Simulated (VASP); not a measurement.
Data:

```
CELL_PARAMETERS angstrom
      1.89790    -3.28725     0.00000
      1.89790     3.28725     0.00000
      0.00000     0.00000     6.22009
ATOMIC_POSITIONS crystal
  Zn 0.66667 0.33333 0.50021
  Zn 0.33333 0.66667 0.00021
  S  0.66667 0.33333 0.87479
  S  0.33333 0.66667 0.37479
```

The numbers are results of r2SCAN+rVV10, VASP's PBE PAW potentials (set 64) (plane waves; VASP), not measurements. Settings: 520 eV cut-off, 8×8×4 Γ-centred mesh, tetrahedra with Blöchl corrections, potentials Zn S.

The cores are frozen, which limits the accuracy of field gradients.

Question: Give the principal components of the electric field gradient (V/Å²) and the asymmetry η at each nucleus.

Answer: 
```
atom   Vxx   Vyy  Vzz     η
----  ----  ----  ---  ----
Zn1   -0.2  -0.2  0.5     -
Zn2   -0.2  -0.2  0.5     -
S3    -1.2  -1.2  2.5  0.00
S4    -1.2  -1.2  2.5  0.00
```

The compound is ZnS in the wurtzite structure, the high-temperature form. It was relaxed first.
